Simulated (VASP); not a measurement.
A VASP calculation is set up with these files.

### INCAR
```
ISMEAR = -1
LCHARG = .FALSE.
EDIFF = 1E-6
ENCUT = 300   ! plane-wave cut-off (eV)
SYSTEM = Tm
ISIF = 2   ! forces and stress, cell fixed
MAGMOM = 2*2.0
LORBIT = 11   ! lm-projected
PREC = Accurate
LMAXMIX = 6   ! l cut-off of mixed one-centre charges
NELM = 100   ! most electronic steps
LASPH = .TRUE.   ! aspherical one-centre terms
ISPIN = 2   ! spin-polarised
GGA = PS
LREAL = .FALSE.   ! projection in real space or not
LWAVE = .FALSE.
ALGO = Normal   ! blocked Davidson
SIGMA = 0.136   ! width (eV)
```

### POSCAR
```
Tm
1
    1.7777880000    -3.0792190000     0.0000000000
    1.7777880000     3.0792190000     0.0000000000
    0.0000000000     0.0000000000     5.5744200000
Tm
2
Direct
  0.3333330000   0.6666670000   0.2500000000
  0.6666670000   0.3333330000   0.7500000000
```

KPOINTS:
```
K-points
0
gamma
  7 7 4
0 0 0
```

POTCAR, in this order: Tm (PBE.64 set). Program: vasp_std.

Write an equivalent input for Ansatz.

One equivalent input (not run):
Ansatz 0.2 input:
```yaml
crystal:
  lattice:
    - [1.7777880, -3.0792190, 0.0000000]
    - [1.7777880, 3.0792190, 0.0000000]
    - [0.0000000, 0.0000000, 5.5744200]
  atoms:
    - { symbol: Tm, position: [0.3333330, 0.6666670, 0.2500000], spin: 2 }
    - { symbol: Tm, position: [0.6666670, 0.3333330, 0.7500000], spin: 2 }
kpoints:
  mp_grid: { grid: [7, 7, 4] }
hamiltonian:
  xc: pbesol
  pseudopotentials: { kind: paw }
magnetization: { spin_polarized: true }
scf:
  occupations: { method: fermi_dirac, width: 0.136 }
  max_iter: 100
output: { forces: true, stress: true, eigenvalues: true }
```
The two are equivalent in intent, not identical: each code has its own PAW files, so the cut-off isn't converted (ENCUT is set for VASP's; basis.ecutwfc is left out, and Ansatz then takes the one that its files recommend); Ansatz stops its SCF on the density residual and VASP on the energy change (EDIFF).

The structure is a typed Tm crystal. The cell was not relaxed at this level. The run is one of a series of settings (GGA = PS against the base run), some of them coarse on purpose.
